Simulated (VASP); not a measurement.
# GW on InSe, part 2 of 3

Wanted: how far GW moves the Kohn-Sham levels of InSe. The cell has space group R3m. The start is a cell from a database of measured crystal structures.

VASP 6.6.1, plane waves and PAW; the level of theory is named at each step.

So far. Step 2 (Ground state, k-mesh 4×4×4): The cell has a gap of 0.837 eV on mesh and path. Spin-orbit coupling is left out, which can shift or reorder these edges. Forces of up to 0.24 eV/Å remain in these settings. Step 3 (Empty bands, k-mesh 4×4×4): WAVECAR now holds 272 bands for 38 electrons. Its independent-particle dielectric tensor has xx, yy, zz = 9.1, 9.1, 14.0 on this mesh, which isn't tested for convergence in mesh or bands and lacks local fields.

The database entry behind the starting cell differs from later determinations by our own check (c about 1.5 % long), so it need not match the best structure at ambient conditions.

### Step 4. G0W0, k-mesh 4×4×4

This step: G0W0 on r2SCAN; plane waves and PAW (In_d_GW, Se_GW) (VASP 6.6.1).

One pass of GW corrects the levels to first order, with G and W from the starting orbitals.

INCAR

```
SYSTEM = InSe
PREC = Accurate
ENCUT = 300
ISMEAR = 0
SIGMA = 0.01
LREAL = .FALSE.
METAGGA = R2SCAN
LASPH = .TRUE.
NBANDS = 272
ALGO = EVGW0
NELMGW = 1
ENCUTGW = 100
NOMEGA = 48
PRECFOCK = Fast
NBANDSGW = 32
LWAVE = .FALSE.
LCHARG = .FALSE.
```

POSCAR

```
InSe
1.0
    2.0000000000      1.1547005384      8.4400000000
   -2.0000000000      1.1547005384      8.4400000000
    0.0000000000     -2.3094010768      8.4400000000
In Se
2 2
Direct
    0.0000000000      0.0000000000      0.0000000000
    0.1114000000      0.1114000000      0.1114000000
    0.6165000000      0.6165000000      0.6165000000
    0.8281000000      0.8281000000      0.8281000000
```

KPOINTS

```
Automatic mesh
0
Gamma
4 4 4
0 0 0
```

Potentials, in the order of the species: In_d_GW and Se_GW (PBE family, release 64).

On the command line:

```sh
mpirun -np 8 vasp_std
```

Output:

```text
[banner, memory and clock lines left out]
running    8 mpi-ranks, on    1 nodes
 distrk:  each k-point on    8 cores,    1 groups
 distr:  one band on    1 cores,    8 groups

 POSCAR found type information on POSCAR InSe
 POSCAR found :  2 types and       4 ions
 [... a notice as in an earlier step ...]

 [... a notice as in an earlier step ...]

|                                                                             |
|           W    W    AA    RRRRR   N    N  II  N    N   GGGG   !!!           |
|           W    W   A  A   R    R  NN   N  II  NN   N  G    G  !!!           |
|           W    W  A    A  R    R  N N  N  II  N N  N  G       !!!           |
|           W WW W  AAAAAA  RRRRR   N  N N  II  N  N N  G  GGG   !            |
|           WW  WW  A    A  R   R   N   NN  II  N   NN  G    G                |
|           W    W  A    A  R    R  N    N  II  N    N   GGGG   !!!           |
|                                                                             |
|     The default for ENCUTGWSOFT is different in this version of VASP.       |
|     please manually set ENCUTGWSOFT =100 in the INCAR file.                 |
|                                                                             |

 LDA part: xc-table for (None), standard interpolation
 found WAVECAR, reading the header
 POSCAR, INCAR and KPOINTS ok, starting setup
 FFT: planning ... GRIDC
 FFT: planning ... GRID_SOFT
 FFT: planning ... GRID
 reading WAVECAR
 the WAVECAR file was read successfully
 initial charge from wavefunction
 available memory per node:     31.67 GB, setting MAXMEM to     32434

 The Fermi energy was updated, please check that it is located mid-gap
 values below the HOMO (VB) or above the LUMO (CB) will cause erroneous energies
 E-fermi :   3.3462

 calculate exact exchange contribution
 the WAVEDER file was read successfully
energies w=
    0.000    0.000    0.375    0.000    0.748    0.000    1.117    0.000
    1.483    0.000    1.843    0.000    2.198    0.000    2.546    0.000
    2.887    0.000    3.222    0.000    3.551    0.000    3.875    0.000
    4.194    0.000    4.509    0.000    4.822    0.000    5.133    0.000
    5.444    0.000    5.755    0.000    6.069    0.000    6.387    0.000
    6.710    0.000    7.040    0.000    7.380    0.000    7.731    0.000
    8.096    0.000    8.479    0.000    8.881    0.000    9.308    0.000
    9.764    0.000   10.255    0.000   10.788    0.000   11.371    0.000
   12.015    0.000   12.733    0.000   13.544    0.000   14.468    0.000
   15.538    0.000   16.793    0.000   18.291    0.000   20.116    0.000
   22.388    0.000   25.301    0.000   29.168    0.000   34.547    0.000
   42.526    0.000   55.551    0.000   80.518    0.000  147.322    0.000
 responsefunction array rank=     280
 LDA part: xc-table for (None), standard interpolation

 min. memory requirement per mpi rank    290.6 MB, per node   2324.8 MB

 allocating   6 responsefunctions rank=   280
 shmem allocating  48 responsefunctions rank=   280
 response function shared by NCSHMEM nodes    1
 Doing            6  frequencies on each core in blocks of           48
NQ=   1    0.0000    0.0000    0.0000,
|.........|.........|.........|.........|.........|.........|.........|.........
 performed        841000 updates of chi_q(r,r)
 total number of BLAS operations        516.60 Gflops
NQ=   2    0.2500   -0.0000    0.0000,
|.........|.........|.........|.........|.........|.........|.........|.........
 performed       2274000 updates of chi_q(r,r)
 total number of BLAS operations       1285.87 Gflops
NQ=   3    0.5000   -0.0000    0.0000,
|.........|.........|.........|.........|.........|.........|.........|.........
 performed       3411000 updates of chi_q(r,r)
 total number of BLAS operations       1959.15 Gflops
NQ=   4    0.2500    0.2500    0.0000,
|.........|.........|.........|.........|.........|.........|.........|.........
 performed       4844000 updates of chi_q(r,r)
 total number of BLAS operations       2752.36 Gflops
NQ=   5    0.5000    0.2500    0.0000,
|.........|.........|.........|.........|.........|.........|.........|.........
 performed       6573000 updates of chi_q(r,r)
 total number of BLAS operations       3731.29 Gflops
NQ=   6   -0.2500    0.2500    0.0000,
|.........|.........|.........|.........|.........|.........|.........|.........
 performed       8128000 updates of chi_q(r,r)
 total number of BLAS operations       4618.31 Gflops
NQ=   7    0.5000    0.5000    0.0000,
|.........|.........|.........|.........|.........|.........|.........|.........
 performed       9265000 updates of chi_q(r,r)
 total number of BLAS operations       5262.21 Gflops
NQ=   8    0.2500    0.2500    0.2500,
|.........|.........|.........|.........|.........|.........|.........|.........
 performed      10228000 updates of chi_q(r,r)
 total number of BLAS operations       5819.94 Gflops
NQ=   9    0.5000    0.2500    0.2500,
|.........|.........|.........|.........|.........|.........|.........|.........
 performed      11661000 updates of chi_q(r,r)
 total number of BLAS operations       6619.20 Gflops
NQ=  10   -0.2500    0.2500    0.2500,
|.........|.........|.........|.........|.........|.........|.........|.........
 performed      13094000 updates of chi_q(r,r)
 total number of BLAS operations       7430.62 Gflops
NQ=  11    0.5000    0.5000    0.2500,
|.........|.........|.........|.........|.........|.........|.........|.........
 performed      14527000 updates of chi_q(r,r)
 total number of BLAS operations       8217.81 Gflops
NQ=  12   -0.2500    0.5000    0.2500,
|.........|.........|.........|.........|.........|.........|.........|.........
 performed      16151000 updates of chi_q(r,r)
 total number of BLAS operations       9110.16 Gflops
NQ=  13    0.5000    0.5000    0.5000,
|.........|.........|.........|.........|.........|.........|.........|.........
 performed      16992000 updates of chi_q(r,r)
 total number of BLAS operations       9608.28 Gflops
 resolving degeneracies of screened two electron integrals

 calculate QP shifts <psi_nk| G(iteration)W_0 |psi_nk>: iteration 1
 entering main loop
```

Wall time 7.7 min (8 MPI ranks of AMD EPYC 9R45, shared host); peak memory 2.5 GiB; 52 min of CPU time.

Parts of OUTCAR (step 4):

```text
The static configuration has the point symmetry C_3v.

 Found     13 irreducible k-points:

   k-points           NKPTS =     13   k-points in BZ     NKDIM =     64   number of bands    NBANDS=    272

   NELECT =      38.0000    total number of electrons

 E-fermi :   3.3462

 QP shifts <psi_nk| G(iteration)W_0 |psi_nk>: iteration 1
 for sc-GW calculations column KS-energies equals QP-energies in previous step
 and V_xc(KS)=  KS-energies - (<T + V_ion + V_H > + <T+V_H+V_ion>^1  + <V_x>^1)
 k-point   1 :       0.0000    0.0000    0.0000
  band No.  KS-energies  QP-energies   sigma(KS)   V_xc(KS)     V^pw_x(r,r')   Z            occupation Imag(sigma)
    ...
     16       1.5592       1.2577     -13.0604     -12.6590     -14.8620       0.7510       2.0000       0.1103
     17       1.5592       1.2577     -13.0604     -12.6590     -14.8620       0.7510       2.0000       0.1103
     18       1.6509       1.3472     -13.0832     -12.6796     -14.8384       0.7526       2.0000       0.1103
     19       1.6509       1.3472     -13.0832     -12.6796     -14.8384       0.7526       2.0000       0.1103
     20       4.9578       5.2689     -10.7336     -11.1394      -7.2081       0.7665       0.0000      -0.0194
     21       5.4921       5.6302      -9.4396      -9.6156      -5.5920       0.7844       0.0000      -0.0313
     22       7.6552       7.9048      -9.3695      -9.6962      -5.1135       0.7639       0.0000      -0.0575
     23       7.6552       7.9048      -9.3695      -9.6962      -5.1135       0.7639       0.0000      -0.0575
    ...

 k-point   2 :       0.2500   -0.0000    0.0000
  band No.  KS-energies  QP-energies   sigma(KS)   V_xc(KS)     V^pw_x(r,r')   Z            occupation Imag(sigma)
    ...
     16       0.8225       0.4475     -12.2802     -11.7756     -14.1345       0.7430       2.0000       0.1196
     17       0.9568       0.6050     -12.7502     -12.2780     -14.6625       0.7451       2.0000       0.1138
     18       1.0923       0.7424     -12.7934     -12.3251     -14.6258       0.7470       2.0000       0.1121
     19       1.8903       1.4854     -11.8909     -11.3585     -13.1350       0.7605       2.0000       0.0970
     20       5.2614       5.4271      -9.1416      -9.3537      -5.4973       0.7809       0.0000      -0.0281
     21       5.4539       5.7510     -10.2897     -10.6751      -6.6355       0.7708       0.0000      -0.0188
     22       7.3734       7.4650      -8.7909      -8.9095      -4.7095       0.7723       0.0000      -0.0673
     23       7.5907       7.8068      -9.6026      -9.8856      -5.4214       0.7637       0.0000      -0.0666
    ...

 k-point   3 :       0.5000   -0.0000    0.0000
  band No.  KS-energies  QP-energies   sigma(KS)   V_xc(KS)     V^pw_x(r,r')   Z            occupation Imag(sigma)
    ...
     16       0.4915       0.0876     -11.8335     -11.2832     -13.7557       0.7340       2.0000       0.1269
     17       0.4992       0.1194     -12.5959     -12.0825     -14.6364       0.7398       2.0000       0.1189
     18       0.5980       0.2150     -12.5571     -12.0404     -14.4984       0.7413       2.0000       0.1169
     19       1.2050       0.7698     -11.6920     -11.1165     -13.0379       0.7562       2.0000       0.1015
     20       4.4086       4.5215      -8.8437      -8.9873      -5.5285       0.7861       0.0000      -0.0288
     21       5.2039       5.4878     -10.2401     -10.6073      -6.5891       0.7731       0.0000      -0.0178
     22       6.9210       7.0151      -8.8066      -8.9284      -4.8535       0.7728       0.0000      -0.0624
     23       7.2834       7.4279      -9.1261      -9.3133      -5.1240       0.7726       0.0000      -0.0559
    ...

[... 7 parts as in an earlier step ...]

[... 5 further parts left out ...]
```

This step gave:

```yaml
quasiparticle_gap_on_the_mesh: 1.315 eV
smallest_direct_quasiparticle_gap_on_the_mesh: 1.315 eV
gap_of_the_starting_orbitals_on_the_mesh: 0.8372 eV
```

GW takes the gap from 0.837 to 1.315 eV. Spin-orbit coupling is left out. The value holds for 272 bands, ENCUTGW = 100 eV and this mesh, and isn't shown to be converged in them.

### Step 5. Ground state, k-mesh 6×6×6

This step: r2SCAN; plane waves and PAW (In_d_GW, Se_GW) (VASP 6.6.1).

The orbitals come from a self-consistent r2SCAN run. A small SIGMA keeps every occupation at zero or full.

INCAR

```
SYSTEM = InSe
PREC = Accurate
ENCUT = 300
EDIFF = 1E-08
NELM = 100
ISMEAR = 0
SIGMA = 0.01
LREAL = .FALSE.
ALGO = Normal
METAGGA = R2SCAN
LASPH = .TRUE.
NBANDS = 25
LORBIT = 11
LWAVE = .TRUE.
LCHARG = .FALSE.
KPAR = 8
```

POSCAR is that of step 4.

KPOINTS

```
Automatic mesh
0
Gamma
6 6 6
0 0 0
```

On the command line:

```sh
mpirun -np 8 vasp_std
```

Output:

```text
[banner, memory and clock lines left out]
running    8 mpi-ranks, on    1 nodes
[...]
[... a notice as in an earlier step ...]

 [... a notice as in an earlier step ...]

 LDA part: xc-table for (None), standard interpolation
 POSCAR, INCAR and KPOINTS ok, starting setup
[...]
entering main loop
       N       E                     dE             d eps       ncg     rms          rms(c)
DAV:   1     0.356170572153E+03    0.35617E+03   -0.11601E+04  1840   0.218E+03
DAV:   2     0.861244432149E+01   -0.34756E+03   -0.33374E+03  2083   0.575E+02
DAV:   3    -0.724716488308E+02   -0.81084E+02   -0.79544E+02  2641   0.433E+02
DAV:   4    -0.849164819273E+02   -0.12445E+02   -0.12416E+02  3104   0.134E+02
[...]
DAV:  17    -0.763555155662E+02    0.30926E-07   -0.52008E-09  1296   0.244E-03    0.821E-05
DAV:  18    -0.763555155810E+02   -0.14769E-07   -0.32303E-09  1184   0.192E-03    0.488E-05
DAV:  19    -0.763555155810E+02    0.45929E-10   -0.18688E-09  1128   0.108E-03
   1 F= -.76355516E+02 E0= -.76355516E+02  d E =-.661662E-15
 writing wavefunctions
```

Wall time 94 s (8 MPI ranks); peak memory 3 GiB; 12 min of CPU time.

Parts of OUTCAR (step 5):

```text
  Total        0.9567339      0.9567339      0.0986702     -0.0000000     -0.0000000      0.0000000
  in kB       13.1071631     13.1071631      1.3517725     -0.0000000     -0.0000000      0.0000000
  external PRESSURE =       9.1886996 kB  Pullay stress =       0.0000000 kB

 POSITION                                       TOTAL-FORCE (eV/Angst)
 -----------------------------------------------------------------------------------
      0.00000      0.00000      0.00000         0.000000     -0.000000      0.226612
      0.00000      0.00000      2.82065         0.000000      0.000000     -0.243231
      0.00000      0.00000     15.60978         0.000000     -0.000000     -0.020335
      0.00000      0.00000     20.96749         0.000000     -0.000000      0.036954
 -----------------------------------------------------------------------------------
    total drift:                                0.000000      0.000000      0.000304

  FREE ENERGIE OF THE ION-ELECTRON SYSTEM (eV)
  ---------------------------------------------------
  free  energy   TOTEN  =       -76.3555155810 eV

  energy  without entropy=      -76.3555155810  energy(sigma->0) =      -76.35551558

[... 1 part as in an earlier step ...]

[... 2 further parts left out ...]
[key lines of the parts left out:]
E-fermi :   2.9658
```

This step gave:

```yaml
free_energy_toten: -76.3555 eV
fermi_energy: 2.966 eV
pressure: 0.9189 GPa
gap_on_the_k_mesh: 0.8402 eV
least_direct_gap_on_the_k_mesh: 0.8402 eV
```

The cell has a gap of 0.840 eV on this mesh. Spin-orbit coupling is left out, which can shift or reorder these edges. Forces of up to 0.24 eV/Å remain in these settings.

### Step 6. Empty bands, k-mesh 6×6×6

The empty bands are made again, for the run that follows.

INCAR

```
SYSTEM = InSe
PREC = Accurate
ENCUT = 300
ISMEAR = 0
SIGMA = 0.01
LREAL = .FALSE.
METAGGA = R2SCAN
LASPH = .TRUE.
NBANDS = 272
ALGO = Exact
NELM = 1
LWAVE = .TRUE.
LCHARG = .FALSE.
LOPTICS = .TRUE.
NEDOS = 1000
CSHIFT = 0.1
```

POSCAR is that of step 5.

KPOINTS is that of step 5.

On the command line:

```sh
mpirun -np 8 vasp_std
```

Output:

```text
[... set-up lines as in an earlier step ...]
 entering main loop
       N       E                     dE             d eps       ncg     rms          rms(c)
DIA:   1    -0.763555155847E+02   -0.76356E+02    0.00000E+00     0   0.000E+00
   1 F= -.76355516E+02 E0= -.76355516E+02  d E =-.113923E-44
 writing wavefunctions
 optical routines
 imaginary and real dielectric function
 direction            1
 direction            2
 direction            3
```

Run time: 2 min. Hardware: 8 MPI ranks; peak memory 2.5 GiB.

OUTCAR, selected parts (step 6):

```text
  Total        0.9558906      0.9558906      0.0978707      0.0000000      0.0000000      0.0000000
  in kB       13.0956089     13.0956089      1.3408195      0.0000000      0.0000000      0.0000000
  external PRESSURE =       9.1773458 kB  Pullay stress =       0.0000000 kB

 POSITION                                       TOTAL-FORCE (eV/Angst)
 -----------------------------------------------------------------------------------
      0.00000      0.00000      0.00000         0.000000      0.000000      0.226673
      0.00000      0.00000      2.82065         0.000000     -0.000000     -0.243293
      0.00000      0.00000     15.60978         0.000000      0.000000     -0.020296
      0.00000      0.00000     20.96749         0.000000     -0.000000      0.036916
 -----------------------------------------------------------------------------------
    total drift:                               -0.000000      0.000000      0.000301

  FREE ENERGIE OF THE ION-ELECTRON SYSTEM (eV)
  ---------------------------------------------------
  free  energy   TOTEN  =       -76.3555155847 eV

  energy  without entropy=      -76.3555155847  energy(sigma->0) =      -76.35551558

[... 1 part as in an earlier step ...]

[... 2 further parts left out ...]
[key lines of the parts left out:]
E-fermi :   3.0128
```

(Continued in part 3 of 3.)

[Lines on the potential files, build, host, timing and source positions are cut from VASP's logs without a mark.]

[Logs are printed without paths, hosts, clocks, repeated set-up lines and the standing remarks that a program may print on its own settings, such as how far it seeks lower states.]

[Hosts, paths, dates, database ids (printed as entryN), source tags and the programs' standing remarks are cut or masked in the printed files.]

[Pressures printed for these runs are not shown converged in the cutoff: they can be off by several GPa and have the wrong sign.]
